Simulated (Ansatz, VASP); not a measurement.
# Cross-check of NiTe2 between VASP and Ansatz

One calculation is typed for both programs; each brings its own data sets. How far apart do they land? Of the first pair: The structure shown is the start of the Ansatz relaxation below; VASP solves that cell, so the two are compared at the walk's first step.

Program: Ansatz 0.2.0. Level of theory: plane waves, with VASP 6.6.1 beside it; single point at PBEsol. Results are calculated unless marked as measured.

### Step 1. Set-up

The cell holds 3 atoms: 1 Ni and 2 Te. Cell: a = 3.680 Å, b = 3.680 Å, c = 31.000 Å, α = 90.0°, β = 90.0°, γ = 120.0°. Vacuum lies along c. The height across the vacuum is the one that the program set for its solve, not the one typed.

### Step 2. Ansatz: relaxation, PBEsol

Ansatz runs on its default PAW (the set named soft_2) files.

The two programs are compared at the cell with which this relaxation starts, whose forces are those of its first step.

The input, input.yaml:

```yaml
crystal:
  lattice:
    - [3.68, 0.0, 0.0]
    - [-1.84, 3.18697, 0.0]
    - [0.0, 0.0, 20.0]
  atoms:
    - { symbol: Ni, position: [0.333333, 0.666667, 0.5] }
    - { symbol: Te, position: [0.666667, 0.333333, 0.59] }
    - { symbol: Te, position: [0.666667, 0.333333, 0.41] }
  periodic: [true, true, false]
kpoints:
  mp_grid: { grid: [6, 6, 1] }
hamiltonian:
  xc: pbesol
scf:
  occupations: { method: gaussian, width: 0.1 }
output:
  forces: true
  stress: true
  eigenvalues: true
relax:
  adjacent_minimum: "off"
  f_tol: 0.05
  max_steps: 80
  cell: { stress_2d_tol: 0.02 }
```

Command:

```
ansatz run input.yaml --threads 8 --pin off --max-ram 14336MiB --backend cpu --events-out ev --progress --plain --runs-dir out
```

Numbers of over 12 decimals in the logs are rounded to 6 here.

Log:

```text
Warning: crystal.periodic: the lattice vector that does not repeat stood 0.000° off the slab's normal, 20.000 Å along it as the deck builds it. The run solves the slab on a vector along the normal, 31.000 Å long, with every atom where it was (on the deck's vector they left 16.40 Å outside them, and the widest stretch free of ions among them is 1.80 Å). A fractional position that the run reports is one of the run's ce [...]
Warning: the atoms were moved onto the symmetric positions of the space group found under crystal.symmetry.tolerance 1.0e-5 (fractional; no operation is sought that the atoms, as they stand in a round, miss by more than twice it, and no atom is moved by as much as it), and the run uses the moved positions. Before a round's move an operation carried an atom to 4.91e-6 Å from where it should land, the largest such dist [...]
[...]
SCF 5 converged in 9 iterations: F = -19608.110359 eV  dr2 = 7.05e-9
relax step   5: F+E_penalty+E_count = -19608.11035900 eV  Δ(F+E_penalty+E_count) = -5.020e-3 eV  max|allowed force component| = 3.755e-2 eV/Å  Δτ_max = 0.0176 Å  P = -0.107 N/m  Ω = 351.356 Å³  energy of the carried Pulay correction = +4.966e-4 eV  fix = [c, alpha, beta]  reactions: c -0.000 N/m  (9 SCF iters, dr2 threshold 3.00e-7 eV, accepted)
[...]
relax step   6: F+E_penalty+E_count = -19608.11049249 eV  Δ(F+E_penalty+E_count) = -1.335e-4 eV  max|allowed force component| = 1.892e-3 eV/Å  Δτ_max = 0.0029 Å  P = -0.010 N/m  Ω = 351.173 Å³  energy of the carried Pulay correction = +5.041e-4 eV  fix = [c, alpha, beta]  reactions: c -0.000 N/m  (8 SCF iters, dr2 threshold 1.54e-8 eV, accepted)
[...]
relax step   7: F+E_penalty+E_count = -19608.10994931 eV  Δ(F+E_penalty+E_count) = +5.432e-4 eV  max|allowed force component| = 1.961e-3 eV/Å  Δτ_max = 0.0000 Å  P = -0.007 N/m  Ω = 351.173 Å³  fix = [c, alpha, beta]  reactions: c -0.000 N/m  stress off target by 7.16e-3 N/m on what of the cell is left free  SCF on the basis re-selected at this cell (its energy is not comparable with the rows above)  (10 SCF iters)
basis re-selected at this cell: Δ(F+E_penalty+E_count) = +5.432e-4 eV, ΔP = +0.003 N/m vs the last step (what re-selecting the basis moved, of the pressure what is left beyond the Pulay correction that the steps carried, after the strain that the cell walked since its last selection, with what the two solves' SCF thresholds leave and, on support functions, any second-order correction that the steps lacked; it is no m [...]
SCF converged after 10 iterations
Free energy (F): -19608.109949 eV
Harris-Foulkes:  -19608.109949 eV  (|F-HF|=7.28e-11)
Internal energy: -19608.084252 eV  (E = F + TS)
E sigma→0 (E₀):  -19608.097101 eV
Entropy (-TS):   -0.025697 eV (-8.566 meV/atom)
Fermi energy:    -4.077704 eV
--- Per-component energies (eV) ---
  E_band       = -1644.387279
  E_kinetic    = 648.229697
  E_local      = -132096.959976  (includes V_loc(G=0)·N_el)
  E_nonlocal   = 25.156445
  E_hartree    = 65694.518281
  E_xc         = -331.576006
  E_vxc        = -318.120386  (∫ρ·V_xc dr)
  E_paw        = -10768.694084  (= ΣΔE_a)
  E_vpaw       = -1291.729583  (= ΣTr[D̂ρ^β])
  E_aug_tail   = 0.000087  (compensation charges beyond the density's cutoff)
  E_ewald      = 57220.294385
  E_core_change = 0.946919  (= ΣΔE_core)
  E_smearing   = -0.025697  (= −TS)
  E_closure    = 0.000000  (closes the sum)
  Σ components = -19608.109949   (vs F -19608.109949, Δ=0.00e0)
--- Forces (eV/Å), atoms counted from 1 ---
  atom   1  Ni     0.00000000    -0.00000000    -0.00000000
  atom   2  Te     0.00000000     0.00000000     0.00196149
  atom   3  Te     0.00000000     0.00000000    -0.00196149
  max |Σ_I F_I| component: 5.69e-16 eV/Å
--- 2D stress c σ (N/m, compression-positive) ---
       -0.007157      -0.000000       0.000000
       -0.000000      -0.007157       0.000000
        0.000000       0.000000      -0.000000
  P = ½ c Tr σ = -0.0072 N/m
--- Band table (eV; the first three rows and the last of 7) ---
  k-point 0: bands = ["-107.3282", "-68.1447", "-67.7640", "-67.7640", "-41.5938", "-41.5539", "-41.5539", "-41.5339", "-41.5339", "-41.5252", "-41.5252", "-41.5219", "-41.5219", "-41.5182", "-18.1411", "-16.1994", "-9.8658", "-7.2093", "-7.2093", "-6.8308", "-6.8308", "-6.0856", "-5.4481", "-2.9242", "-2.9242", "-2.3188", "-2.3188", "-0.6969 (-0.6980°)", "-0.2591", "0.3696"]
  k-point 1: bands = ["-107.3282", "-68.1447", "-67.7644", "-67.7641", "-41.5920", "-41.5554", "-41.5541", "-41.5346", "-41.5335", "-41.5253", "-41.5224", "-41.5216", "-41.5189", "-41.5159", "-17.8240", "-15.9143", "-9.5653", "-7.8224", "-7.1422", "-7.1011", "-6.9828", "-6.1826", "-5.1388", "-4.4923", "-3.8261", "-3.6852", "-2.5105", "-0.2893 (-0.2903°)", "0.1660", "0.8159"]
  k-point 2: bands = ["-107.3281", "-68.1446", "-67.7652", "-67.7643", "-41.5885", "-41.5584", "-41.5545", "-41.5361", "-41.5334", "-41.5253", "-41.5239", "-41.5144", "-41.5122", "-41.5105", "-17.0269", "-15.2020", "-9.6713", "-8.7591", "-8.1775", "-7.2802", "-6.8088", "-6.4231", "-6.0080", "-5.4803", "-4.8423", "-3.5235", "-2.7967", "-0.7005", "0.4016", "1.2009"]
  k-point 6: bands = ["-107.3281", "-68.1446", "-67.7652", "-67.7651", "-41.5853", "-41.5584", "-41.5570", "-41.5359", "-41.5349", "-41.5176", "-41.5172", "-41.5147", "-41.5145", "-41.5094", "-16.2237", "-14.4863", "-9.8183", "-9.1558", "-8.7275", "-8.1023", "-7.8502", "-6.5291", "-6.2600", "-6.1735", "-5.1854", "-4.6895", "-2.4695", "-0.4917", "-0.3479", "2.5332"]
  ° read free of the cell's end (the report's vacuum.weakly_bound_levels)
--- Relaxed structure (6 steps of the walk, 6 accepted, 1 SCFs on fresh bases) ---
  F+E_penalty+E_count = -19608.10994931 eV   max|allowed force component| = 1.961e-3 eV/Å   (the final SCF, on the basis selected at the relaxed cell)
  cell:  # Å, volume = 351.1732 Å³
    - [3.616717, 0, 0]
    - [-1.808358, 3.132169, 0]
    - [0, 0, 31.0]
  atoms:
    - { symbol: Ni, position: [0.333333, 0.666667, 0.322581] }
    - { symbol: Te, position: [0.666667, 0.333333, 0.370235] }
    - { symbol: Te, position: [0.666667, 0.333333, 0.274926] }
```

In the SCF lines HF is the Harris–Foulkes energy and dr2 the Hartree energy of the density residual, in eV; the loop may stop once dr2 is under the threshold and the program's other checks hold. Hψ counts applications of the Hamiltonian.

### Step 3. VASP: single point, PBEsol, start cell, pair 1

The same cell, functional, mesh and smearing now go to VASP, with its own data sets.

Lines of VASP's logs that name or quote its potential files are left out, and so is its time.

The input, INCAR:

```
SYSTEM = NiTe2
PREC = Accurate
ENCUT = 520
EDIFF = 1E-06
NELM = 120
ISMEAR = 0
SIGMA = 0.1
LREAL = .FALSE.
ALGO = Normal
GGA = PS
NBANDS = 17
LASPH = .TRUE.
LORBIT = 11
LWAVE = .FALSE.
LCHARG = .FALSE.
ISIF = 2
LDIPOL = .TRUE.
IDIPOL = 3
DIPOL = 0.5 0.5 0.323
LVHAR = .TRUE.
GGA_COMPAT = .FALSE.
NELMDL = -8
KPAR = 2
```

The input, POSCAR:

```
NiTe2
1.0
    3.6799980000      0.0000000000      0.0000000000
   -1.8399990000      3.1869720000      0.0000000000
    0.0000000000      0.0000000000     31.0000000000
Ni Te
1 2
Direct
    0.3333333333      0.6666666667      0.3225806452
    0.6666666667      0.3333333333      0.3806451613
    0.6666666667      0.3333333333      0.2645161290
```

The input, KPOINTS:

```
Automatic mesh
0
Gamma
6 6 1
0 0 0
```

PAW data sets: Ni and Te (PBE family, release 64).

Command:

```
mpirun -np 2 vasp_std
```

Log:

```text
[banner, memory and clock lines left out]
running    2 mpi-ranks, on    1 nodes
 distrk:  each k-point on    1 cores,    2 groups
 distr:  one band on    1 cores,    1 groups

 POSCAR found type information on POSCAR NiTe
 POSCAR found :  2 types and       3 ions
|                                                                             |
|               ----> ADVICE to this user running VASP <----                  |
|                                                                             |
|     You enforced a specific xc type in the INCAR file but a different       |
|     [... a line on the potential file left out ...]
|     I HOPE YOU KNOW WHAT YOU ARE DOING!                                     |
|                                                                             |

 LDA part: xc-table for (Slater+PW92), standard interpolation
 POSCAR, INCAR and KPOINTS ok, starting setup
 FFT: planning ... GRIDC
 FFT: planning ... GRID_SOFT
 FFT: planning ... GRID
 WAVECAR not read
 entering main loop
       N       E                     dE             d eps       ncg     rms          rms(c)
DAV:   1     0.131497479611E+03    0.13150E+03   -0.67867E+03   238   0.911E+02
DAV:   2     0.195832683728E+00   -0.13130E+03   -0.12428E+03   323   0.197E+02
DAV:   3    -0.131793765756E+02   -0.13375E+02   -0.13064E+02   304   0.653E+01
DAV:   4    -0.136636769275E+02   -0.48430E+00   -0.48241E+00   327   0.134E+01
DAV:   5    -0.136712946549E+02   -0.76177E-02   -0.76167E-02   377   0.162E+00
DAV:   6    -0.136714271131E+02   -0.13246E-03   -0.13245E-03   355   0.152E-01
DAV:   7    -0.136714313807E+02   -0.42676E-05   -0.42675E-05   375   0.268E-02
DAV:   8    -0.136714314963E+02   -0.11561E-06   -0.11519E-06   275   0.338E-03    0.141E+01
DAV:   9    -0.212514042239E+02   -0.75800E+01   -0.38041E+01   247   0.133E+02    0.268E+01
DAV:  10    -0.141411347897E+02    0.71103E+01   -0.90325E+00   277   0.559E+01    0.116E+01
DAV:  11    -0.128026107910E+02    0.13385E+01   -0.82742E+00   310   0.645E+01    0.805E+00
DAV:  12    -0.124441613899E+02    0.35845E+00   -0.17974E+00   288   0.234E+01    0.233E+00
DAV:  13    -0.124445817523E+02   -0.42036E-03   -0.11519E-01   263   0.264E+00    0.203E+00
DAV:  14    -0.124247958032E+02    0.19786E-01   -0.16898E-02   306   0.246E+00    0.115E+00
[...]
DAV:  20    -0.124192121655E+02   -0.41830E-04   -0.89201E-06   258   0.492E-02    0.282E-02
DAV:  21    -0.124192717864E+02   -0.59621E-04   -0.93924E-06   256   0.412E-02    0.794E-03
DAV:  22    -0.124193044526E+02   -0.32666E-04   -0.47129E-06   252   0.342E-02    0.158E-02
DAV:  23    -0.124193204110E+02   -0.15958E-04   -0.38181E-06   261   0.306E-02    0.251E-03
DAV:  24    -0.124193280186E+02   -0.76076E-05   -0.38771E-07   239   0.927E-03    0.284E-03
DAV:  25    -0.124193331160E+02   -0.50974E-05   -0.11863E-07   221   0.435E-03    0.987E-04
DAV:  26    -0.124193376816E+02   -0.45657E-05   -0.14354E-07   213   0.182E-03    0.620E-04
DAV:  27    -0.124193385165E+02   -0.83483E-06   -0.17457E-08   248   0.175E-03
   1 F= -.12419339E+02 E0= -.12399972E+02  d E =-.387337E-01
```

Parts of OUTCAR (step 3):

```text
ion  position               nearest neighbor table
   1  0.333  0.667  0.323-   2 2.78   2 2.78   3 2.78   3 2.78   2 2.78   3 2.78
   2  0.667  0.333  0.381-   1 2.78   1 2.78   1 2.78   3 3.60
   3  0.667  0.333  0.265-   1 2.78   1 2.78   1 2.78   2 3.60

  LATTYP: Found a hexagonal cell.
 ALAT       =     3.6799980000
 C/A-ratio  =     8.4239176217

 Subroutine GETGRP returns: Found 12 space group operations
 (whereof  6 operations were pure point group operations)

The static configuration has the point symmetry C_3v.
 The point group associated with its full space group is D_3h.

 Found      7 irreducible k-points:

   k-points           NKPTS =      7   k-points in BZ     NKDIM =      7   number of bands    NBANDS=     17

   dimension x,y,z NGX =    28 NGY =   28 NGZ =  240
   dimension x,y,z NGXF=    56 NGYF=   56 NGZF=  480

   ENCUT  =  520.0 eV  38.22 Ry    6.18 a.u.   6.84  6.84 57.64*2*pi/ulx,y,z

   NELECT =      22.0000    total number of electrons

 k-points in reciprocal lattice and weights: Automatic mesh
   0.00000000  0.00000000  0.00000000       0.028
   0.16666667 -0.00000000  0.00000000       0.167
   0.33333333  0.00000000  0.00000000       0.167
   0.50000000 -0.00000000  0.00000000       0.083
   0.16666667  0.16666667  0.00000000       0.167
   0.33333333  0.16666667  0.00000000       0.333
   0.33333333  0.33333333  0.00000000       0.056

 dipolmoment           0.000000      0.000000     -0.000001 electrons x Angstroem

 average (electrostatic) potential at core
       1 -93.1919       2 -96.8174       3 -96.8174

 E-fermi :  -2.3470

 k-point     1 :       0.0000    0.0000    0.0000
  band No.  band energies     occupation
    ...
      5      -4.1098      2.00000
      6      -4.1098      2.00000
      7      -4.0484      2.00000
      8      -4.0484      2.00000
      9      -3.8547      2.00000
     10      -0.8337      0.00000
     11      -0.8337      0.00000
     12      -0.5881      0.00000
     13      -0.5881      0.00000
     14       1.1932      0.00000
    ...

 k-point     2 :       0.1667   -0.0000    0.0000
  band No.  band energies     occupation
    ...
      6      -4.2227      2.00000
      7      -3.9625      2.00000
      8      -3.8598      2.00000
      9      -3.6607      2.00000
     10      -2.3298      0.80797
     11      -2.1090      0.00076
     12      -1.4150      0.00000
     13      -0.8392      0.00000
     14       1.7129      0.00000
     15       2.3758      0.00000
    ...

 k-point     3 :       0.3333    0.0000    0.0000
  band No.  band energies     occupation
    ...
      7      -4.1146      2.00000
      8      -3.8903      2.00000
      9      -3.7350      2.00000
     10      -3.1207      2.00000
     11      -2.3439      0.96455
     12      -2.2081      0.04941
     13      -1.2147      0.00000
     14       1.1276      0.00000
     15       2.5127      0.00000
     16       3.2986      0.00000
    ...

  Total       -5.0986429     -5.0986436     -6.6335475     -0.0000000      0.0000000      0.0000000
  in kB      -22.4686847    -22.4686882    -29.2326982     -0.0000000      0.0000000      0.0000000
  external PRESSURE =     -24.7233570 kB  Pullay stress =       0.0000000 kB

  energy-cutoff  :      520.00
  volume of cell :      363.57
      direct lattice vectors                 reciprocal lattice vectors
     3.679998000  0.000000000  0.000000000     0.271739278  0.156888733  0.000000000
    -1.839999000  3.186972000  0.000000000     0.000000000  0.313777467  0.000000000
     0.000000000  0.000000000 31.000000000     0.000000000  0.000000000  0.032258065

 POSITION                                       TOTAL-FORCE (eV/Angst)
 -----------------------------------------------------------------------------------
     -0.00000      2.12465     10.00000        -0.000000      0.000000     -0.000000
      1.84000      1.06232     11.80000         0.000000     -0.000000     -1.841609
      1.84000      1.06232      8.20000         0.000000      0.000000      1.841609
 -----------------------------------------------------------------------------------
    total drift:                               -0.000001      0.000005     -0.000092

  FREE ENERGIE OF THE ION-ELECTRON SYSTEM (eV)
  ---------------------------------------------------
  free  energy   TOTEN  =       -12.4193385165 eV

  energy  without entropy=      -12.3806047690  energy(sigma->0) =      -12.39997164

 vacuum level on the upper side and lower side of the slab         2.339         2.339

 total charge
# of ion       s       p       d       tot
------------------------------------------
    1        0.350   0.306   8.338   8.994
    2        1.406   1.799   0.033   3.238
    3        1.406   1.799   0.033   3.238
--------------------------------------------------
tot          3.163   3.903   8.405  15.470

[... 3 further parts left out ...]
```

This run has no spin polarisation, so a moment on Ni, if there is one, isn't seen.

### Step 4. Comparison

Known differences besides the potentials themselves: Ansatz cuts the interaction across the vacuum, VASP repeats the sheet with a dipole correction; the data sets hold 50 valence electrons in Ansatz (on its default PAW (the set named soft_2) files) and 22 in VASP; Ansatz makes its cores anew for this functional, VASP keeps those of its PBE data sets; Ansatz takes its cutoff from its data sets, VASP runs at 520 eV. Total energies have different zeros and are not compared.

Forces (eV/Å; atoms numbered as in POSCAR):

| atom | Ansatz x, y, z | VASP x, y, z |
| --- | --- | --- |
| Ni1 | 0.000, 0.000, 0.000 | 0.000, 0.000, 0.000 |
| Te2 | 0.000, 0.000, -1.867 | 0.000, 0.000, -1.842 |
| Te3 | 0.000, 0.000, 1.867 | 0.000, 0.000, 1.842 |

The forces differ by 12 meV/Å r.m.s., which is 1.4 % of the r.m.s. force of 0.868 eV/Å (both taken over all components). With vacuum in the cell, a pressure given here is an average over mostly empty space and none of the material.

### Step 5. Ansatz: relaxation, PBEsol

This run makes the geometry at which the two programs are then compared.

The structure compared here is the end of the Ansatz relaxation.

input.yaml is that of step 2.

Command:

```
ansatz run input.yaml --threads 8 --pin off --max-ram 14336MiB --backend cpu --events-out ev --progress --plain --runs-dir out
```

Log:

```text
[...]
SCF 5 converged in 9 iterations: F = -19608.110359 eV  dr2 = 7.05e-9
[...]
° read free of the cell's end (the report's vacuum.weakly_bound_levels)
--- Relaxed structure (6 steps of the walk, 6 accepted, 1 SCFs on fresh bases) ---
[...]
cell:  # Å, volume = 351.1732 Å³
    - [3.616717, 0, 0]
    - [-1.808358, 3.132169, 0]
    - [0, 0, 31.0]
  atoms:
    - { symbol: Ni, position: [0.333333, 0.666667, 0.322581] }
    - { symbol: Te, position: [0.666667, 0.333333, 0.370235] }
    - { symbol: Te, position: [0.666667, 0.333333, 0.274926] }
[key lines of the parts left out:]
SCF converged after 10 iterations
Free energy (F): -19608.109949 eV
Fermi energy:    -4.077704 eV
P = ½ c Tr σ = -0.0072 N/m
```

### Step 6. VASP: single point, PBEsol, relaxed cell, pair 2

The same cell, functional, mesh and smearing now go to VASP, with its own data sets.

INCAR is that of step 3.

The input, POSCAR:

```
NiTe2
1.0
    3.6167169734      0.0000000000      0.0000000000
   -1.8083584867      3.1321687772      0.0000000000
    0.0000000000      0.0000000000     31.0000000000
Ni Te
1 2
Direct
    0.3333333333      0.6666666667      0.3225806452
    0.6666666667      0.3333333333      0.3702350913
    0.6666666667      0.3333333333      0.2749261990
```

KPOINTS is that of step 3.

Command:

```
mpirun -np 2 vasp_std
```

Log:

```text
[banner, memory and clock lines left out]
running    2 mpi-ranks, on    1 nodes
[...]
[... a notice as in an earlier step ...]

 LDA part: xc-table for (Slater+PW92), standard interpolation
 POSCAR, INCAR and KPOINTS ok, starting setup
[...]
entering main loop
       N       E                     dE             d eps       ncg     rms          rms(c)
DAV:   1     0.138923891187E+03    0.13892E+03   -0.69253E+03   238   0.911E+02
DAV:   2    -0.146896202880E+01   -0.14039E+03   -0.13510E+03   315   0.203E+02
DAV:   3    -0.139242993180E+02   -0.12455E+02   -0.12328E+02   298   0.664E+01
DAV:   4    -0.143049488423E+02   -0.38065E+00   -0.38018E+00   369   0.126E+01
[...]
DAV:  25    -0.133153587474E+02   -0.33448E-05   -0.76582E-08   215   0.162E-03    0.671E-04
DAV:  26    -0.133153602732E+02   -0.15258E-05   -0.29333E-08   232   0.953E-04    0.348E-04
DAV:  27    -0.133153609475E+02   -0.67424E-06   -0.11146E-08   223   0.101E-03
   1 F= -.13315361E+02 E0= -.13302524E+02  d E =-.256748E-01
```

OUTCAR, selected parts (step 6):

```text
  Total        0.0292155      0.0292155      0.0526754      0.0000000     -0.0000000      0.0000000
  in kB        0.1332914      0.1332914      0.2403240      0.0000000     -0.0000000      0.0000000
  external PRESSURE =       0.1689690 kB  Pullay stress =       0.0000000 kB

 POSITION                                       TOTAL-FORCE (eV/Angst)
 -----------------------------------------------------------------------------------
     -0.00000      2.08811     10.00000         0.000000     -0.000000     -0.000000
      1.80836      1.04406     11.47729        -0.000000      0.000000      0.019572
      1.80836      1.04406      8.52271        -0.000000      0.000000     -0.019572
 -----------------------------------------------------------------------------------
    total drift:                                0.000001     -0.000001     -0.000107

  FREE ENERGIE OF THE ION-ELECTRON SYSTEM (eV)
  ---------------------------------------------------
  free  energy   TOTEN  =       -13.3153609475 eV

  energy  without entropy=      -13.2896861451  energy(sigma->0) =      -13.30252355

[... 1 part as in an earlier step ...]

[... 2 further parts left out ...]
[key lines of the parts left out:]
E-fermi :  -1.6798
```

The run ends at a pressure of 0.02 GPa, with forces up to 0.020 eV/Å.

(Continued in part 2 of 2.)

[Lines on the potential files, build, host, timing and source positions are cut from VASP's logs without a mark.]

[Logs are printed without paths, hosts, clocks, repeated set-up lines and the standing remarks that a program may print on its own settings, such as how far it seeks lower states.]

[Hosts, paths, dates, database ids (printed as entryN), source tags and the programs' standing remarks are cut or masked in the printed files.]
